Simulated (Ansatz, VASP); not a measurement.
# SrPb2N2 in two plane-wave programs, part 3 of 3

Wanted: the spread between two codes on one cell, functional and k mesh. Of the first pair: The structure shown is the end of the VASP relaxation below. Valence electrons are named where the data sets of a main pair hold unlike numbers.

VASP 6.6.1 and Ansatz 0.2.0.

So far: Starting point; VASP: relaxation, LDA; Ansatz: single point, LDA; Differences; Further runs; Ansatz: band structure, LDA.

### Step 7. VASP: band structure, LDA

Level of this step: LDA; plane waves and PAW (Pb, N, Sr_sv) (VASP).

The same cell, functional (in two slightly different forms), mesh and smearing now go to VASP, with its own data sets.

INCAR reads:

```
SYSTEM = SrPb2N2
PREC = Normal
ENCUT = 400
EDIFF = 1E-06
NELM = 120
ISMEAR = 0
SIGMA = 0.05
LREAL = .FALSE.
ALGO = Fast
GGA = CA
NBANDS = 52
LORBIT = 11
LWAVE = .TRUE.
LCHARG = .TRUE.
IDIPOL = 3
LDIPOL = .TRUE.
DIPOL = 0.5 0.5 0.5
LVHAR = .TRUE.
LVACPOTAV = .TRUE.
LELF = .TRUE.
NEDOS = 1500
```

POSCAR reads:

```
SrPb2N2
1.0
    3.5824279520      0.0000000000      0.0000000000
   -1.7912139760      3.1024736130      0.0000000000
    0.0000000000      0.0000000000     30.2923229587
Pb N Sr
4 4 2
Direct
    0.3333333330      0.6666666670      0.7404724685
    0.6666666670      0.3333333330      0.5534455013
    0.3333333330      0.6666666670      0.4465544987
    0.6666666670      0.3333333330      0.2595275315
    0.6666666670      0.3333333330      0.6989646626
    0.3333333330      0.6666666670      0.5948428478
    0.6666666670      0.3333333330      0.4051571522
    0.3333333330      0.6666666670      0.3010353374
    0.0000000000      0.0000000000      0.6469047834
    0.0000000000      0.0000000000      0.3530952166
```

KPOINTS reads:

```
Automatic mesh
0
Gamma
9 9 1
0 0 0
```

KPOINTS_OPT reads:

```
Line mode
14
Line-mode
Reciprocal
  0.00000000   0.00000000   0.00000000 GAMMA
  0.50000000   0.00000000   0.00000000 M

  0.50000000   0.00000000   0.00000000 M
  0.33333333   0.33333333   0.00000000 K

  0.33333333   0.33333333   0.00000000 K
  0.00000000   0.00000000   0.00000000 GAMMA
```

Potentials, in the order of the species: Pb, N and Sr_sv (LDA family, release 64).

On the command line:

```
mpirun -np 4 vasp_std
```

Numbers of over 12 decimals in the logs are rounded to 6 here.

The log of the run:

```text
[banner, memory and clock lines left out]
running    4 mpi-ranks, on    1 nodes
[...]
LDA part: xc-table for (Slater(with rela. corr.)+CA(PZ))
 , standard interpolation
 POSCAR, INCAR and KPOINTS ok, starting setup
[...]
entering main loop
       N       E                     dE             d eps       ncg     rms          rms(c)
DAV:   1     0.347305082562E+03    0.34731E+03   -0.19671E+04  1272   0.721E+02
DAV:   2    -0.200445039067E+02   -0.36735E+03   -0.34243E+03  1592   0.200E+02
DAV:   3    -0.708632111794E+02   -0.50819E+02   -0.49439E+02  1728   0.668E+01
DAV:   4    -0.731579865946E+02   -0.22948E+01   -0.22798E+01  1968   0.141E+01
[...]
RMM:  17    -0.593986256243E+02   -0.30504E-03   -0.16067E-04  2294   0.252E-02    0.192E-02
RMM:  18    -0.593986908853E+02   -0.65261E-04   -0.78719E-05  2201   0.170E-02    0.302E-03
RMM:  19    -0.593987212535E+02   -0.30368E-04   -0.34953E-05  2052   0.117E-02    0.425E-03
WARNING in EDDRMM: call to ZHEGV failed, returncode =   6  3      6
[...]
1 F= -.59398779E+02 E0= -.59398779E+02  d E =-.874850E-12
 Start KPOINTS_OPT (optional k-point list driver)
k-point batch [1-12\42]
       N       E                     dE             ncg
DAV:   1    -0.133060392376E+04   -0.82000E+04     1264
DAV:   2    -0.536033947669E+04   -0.40297E+04     1584
DAV:   3    -0.588479809277E+04   -0.52446E+03     1764
DAV:   4    -0.591182506642E+04   -0.27027E+02     2000
DAV:   5    -0.591260465340E+04   -0.77959E+00     1808
DAV:   6    -0.591261971604E+04   -0.15063E-01     1808
DAV:   7    -0.591262003739E+04   -0.32135E-03     1888
DAV:   8    -0.591262004510E+04   -0.77102E-05     1704
DAV:   9    -0.591262004531E+04   -0.20408E-06     1296
[...]
k-point batch [37-42\42]
       N       E                     dE             ncg
DAV:   1     0.698662567655E+04   -0.16219E+04      624
DAV:   2     0.488985151759E+04   -0.20968E+04      796
DAV:   3     0.461716805616E+04   -0.27268E+03      832
DAV:   4     0.460278941097E+04   -0.14379E+02     1080
DAV:   5     0.460254651023E+04   -0.24290E+00      864
DAV:   6     0.460254225408E+04   -0.42561E-02      896
DAV:   7     0.460254207828E+04   -0.17580E-03      944
DAV:   8     0.460254207424E+04   -0.40377E-05      832
DAV:   9     0.460254207411E+04   -0.13893E-06      648
 writing wavefunctions
```

OUTCAR, selected parts (step 7):

```text
  Total       -5.8574284     -5.8574284     -1.7707191      0.0000000      0.0000000      0.0000000
  in kB      -27.8740086    -27.8740086     -8.4264009      0.0000000      0.0000000      0.0000000
  external PRESSURE =     -21.3914727 kB  Pullay stress =       0.0000000 kB

 POSITION                                       TOTAL-FORCE (eV/Angst)
 -----------------------------------------------------------------------------------
     -0.00000      2.06832     22.43063         0.000000     -0.000000     -0.000861
      1.79121      1.03416     16.76515        -0.000000     -0.000000      0.000808
     -0.00000      2.06832     13.52717         0.000000     -0.000000     -0.000808
      1.79121      1.03416      7.86169        -0.000000      0.000000      0.000861
      1.79121      1.03416     21.17326         0.000000     -0.000000      0.002703
     -0.00000      2.06832     18.01917         0.000000     -0.000000     -0.000124
      1.79121      1.03416     12.27315        -0.000000      0.000000      0.000124
     -0.00000      2.06832      9.11906        -0.000000     -0.000000     -0.002703
      0.00000      0.00000     19.59625         0.000000     -0.000000      0.003271
      0.00000      0.00000     10.69607         0.000000     -0.000000     -0.003271
 -----------------------------------------------------------------------------------
    total drift:                               -0.000000      0.000000     -0.000000

  FREE ENERGIE OF THE ION-ELECTRON SYSTEM (eV)
  ---------------------------------------------------
  free  energy   TOTEN  =       -59.3987785311 eV

  energy  without entropy=      -59.3987785311  energy(sigma->0) =      -59.39877853

[... 1 part as in an earlier step ...]

[... 2 further parts left out ...]
[key lines of the parts left out:]
E-fermi :   0.6996
```

### Step 8. Differences

What differs besides the data sets and the points named for the pairs above, as far as they apply: the data sets hold 96 valence electrons in Ansatz (on its default PAW (the set named soft_2) files) and 56 in VASP. Total energies have different zeros and are not compared.

Compared:

| quantity | Ansatz | VASP | difference |
| --- | --- | --- | --- |
| gap over the path points (eV) | 0.780 | 0.756 | +0.024 |

Levels at points of the path, from each program's valence-band top (eV; 4 filled, then empty):

```
k (reciprocal lattice)                                  Ansatz                                    VASP
     0.000 0.000 0.000  -0.80 -0.80 -0.61 -0.03 0.78 1.33 1.52  -0.84 -0.84 -0.62 -0.03 0.76 1.31 1.50
     0.038 0.000 0.000  -0.82 -0.82 -0.54 -0.01 0.90 1.38 1.54  -0.86 -0.86 -0.55 -0.01 0.88 1.36 1.51
     0.077 0.000 0.000   -0.87 -0.87 -0.46 0.00 1.17 1.53 1.61   -0.91 -0.91 -0.47 0.00 1.15 1.50 1.59
     0.154 0.000 0.000  -1.03 -0.85 -0.50 -0.13 1.70 2.00 2.11  -1.07 -0.86 -0.52 -0.13 1.68 1.99 2.09
     0.192 0.000 0.000  -1.13 -0.85 -0.62 -0.20 1.92 2.25 2.42  -1.17 -0.86 -0.63 -0.20 1.90 2.23 2.41
     0.269 0.000 0.000  -1.27 -0.98 -0.73 -0.26 1.95 2.34 2.56  -1.29 -0.98 -0.74 -0.24 1.94 2.32 2.55
     0.308 0.000 0.000  -1.35 -1.04 -0.72 -0.33 1.69 2.16 2.35  -1.37 -1.03 -0.72 -0.32 1.68 2.13 2.33
     0.346 0.000 0.000  -1.41 -1.09 -0.74 -0.46 1.49 1.96 2.08  -1.42 -1.08 -0.73 -0.45 1.47 1.94 2.06
     0.423 0.000 0.000  -1.54 -1.35 -0.86 -0.64 1.27 1.68 1.72  -1.55 -1.34 -0.86 -0.63 1.25 1.65 1.70
     0.462 0.000 0.000  -1.56 -1.53 -0.83 -0.69 1.22 1.60 1.65  -1.61 -1.52 -0.82 -0.68 1.19 1.57 1.62
```

At this near-relaxed geometry the largest component of a force difference is 121 meV/Å. Among the levels compared at these points, filled levels agree within 46 meV and empty ones within 34 meV. With vacuum in the cell, a pressure given here is an average over mostly empty space and none of the material.

### Step 9. Further runs

Further runs change the set-up of one program: Ansatz's method, potentials or start, or VASP's data sets, cutoff or form of LDA. The table gives Ansatz less VASP for each quantity, since a change that brings one quantity closer may part another.

| run | r.m.s. force difference (meV/Å) | gap over the path points (eV) |
| --- | --- | --- |
| as above | 46 | 0.024 |
| cores kept as stored | 45 | 0.025 |
| Ansatz's larger PAW set (cutoff 900 eV) | 43 | 0.026 |
| norm-conserving potentials (cutoff 1143 eV) | 29 | 0.0092 |

### Step 10. Summary of results

```
r.m.s. force difference (single point, LDA)   : 46 meV/Å
r.m.s. force difference (band structure, LDA) : 46 meV/Å
```

**Reading.** The r.m.s. force difference is 46 meV/Å (single point, LDA), beyond the 12 meV/Å picked in this series as the mark of a large difference. The data sets hold unlike numbers of valence electrons (96 in Ansatz and 56 in VASP), so part of the differences comes from the potentials. Single point, LDA, norm-conserving potentials (cutoff 1143 eV): r.m.s. force difference goes from 46 to 29 meV/Å; the difference in gap on the k mesh goes from 0.025 to 0.011 eV. Band structure, LDA, norm-conserving potentials (cutoff 1143 eV): r.m.s. force difference goes from 46 to 29 meV/Å; the difference in gap over the path points goes from 0.024 to 0.0092 eV. Such differences can come from data sets, numerical settings and the points named under the comparisons, not from the functional's error against experiment.

[Lines on the potential files, build, host, timing and source positions are cut from VASP's logs without a mark.]

[Logs are printed without paths, hosts, clocks, repeated set-up lines and the standing remarks that a program may print on its own settings, such as how far it seeks lower states.]

[Hosts, paths, dates, database ids (printed as entryN), source tags and the programs' standing remarks are cut or masked in the printed files.]
